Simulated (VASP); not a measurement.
Runs of VASP 6.6.1 on Ti. Symmetry: P6_3/mmc, No. 194, hexagonal system. Conventional cell: a = 2.950 Å, b = 2.950 Å, c = 4.680 Å, α = 90.00°, β = 90.00°, γ = 120.00°. Around Ti (site symmetry -6m2) lie 12 Ti at 2.89 to 2.95 Å. 

```tsv
level	potentials or basis	k mesh	cutoff (eV)	mesh quality	gap on the mesh (eV)	pressure (GPa)
PBEsol	VASP PAW PBE potentials, release 64 (Ti_sv)	13 × 13 × 7	300	not flagged	none	-
PBEsol	VASP PAW PBE potentials, release 64 (Ti_sv)	13 × 13 × 7	520	not flagged	none	-5.9
LDA	VASP PAW LDA potentials, release 64 (Ti_sv)	5 × 5 × 3	300	coarse	none	-
PBEsol	VASP PAW PBE potentials, release 64 (Ti_sv)	5 × 5 × 3	520	coarse	none	(a)
LDA	VASP PAW LDA potentials, release 64 (Ti_sv)	13 × 13 × 7	520	not flagged	none	-9.9
```

Alike in all rows: task electric field gradients; no spin polarisation; cell as given; smearing fermi-dirac 0.05 eV.

Estimate the missing entries.

(a) -6.1.

Caveats: some runs use coarse meshes; the PAW data sets were made with another functional, which shifts forces and pressure a little (some runs); the cutoff is under 1.25 times the usual one of these potentials, so pressure, stress and relaxed cells hold a basis-set (Pulay) error (some runs).

A gap of «none» marks a metal or a gap under the smearing width.
